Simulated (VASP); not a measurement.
Given:

```yaml
crystal:
  lattice:
    - [0.00000, 2.68008, 2.68008]
    - [2.68008, 0.00000, 2.68008]
    - [2.68008, 2.68008, 0.00000]
  atoms:
    - { symbol: Tm, position: [0.50000, 0.50000, 0.50000] }
    - { symbol: S, position: [0.00000, 0.00000, 0.00000] }
```

All values below come from PBEsol GGA with spin-orbit coupling, VASP's PBE PAW potentials (set 64) (plane waves; VASP 6.6.1). Run with 400 eV cut-off, 11×11×11 Γ-centred mesh, Gaussian smearing of 0.050 eV, potentials Tm_3 S.

The 4f electrons are frozen in the core of the lanthanide potential, so 4f levels, which can set the real gap, and their magnetism are missing.

**Question.** Estimate the energy per atom (σ→0), band gap (over mesh and band path) with the smallest direct gap where there is one.

**Answer.** 
```yaml
band gap (over mesh and band path): none (metal, semimetal or under 0.01 eV)
energy per atom (σ→0): -6.844 eV/atom
```

Total energies compare only between runs with the same potentials, cut-off and functional.

The structure comes from a computed database's TmS entry (Fm-3m); how it stands against other phases isn't given here. It was relaxed first.
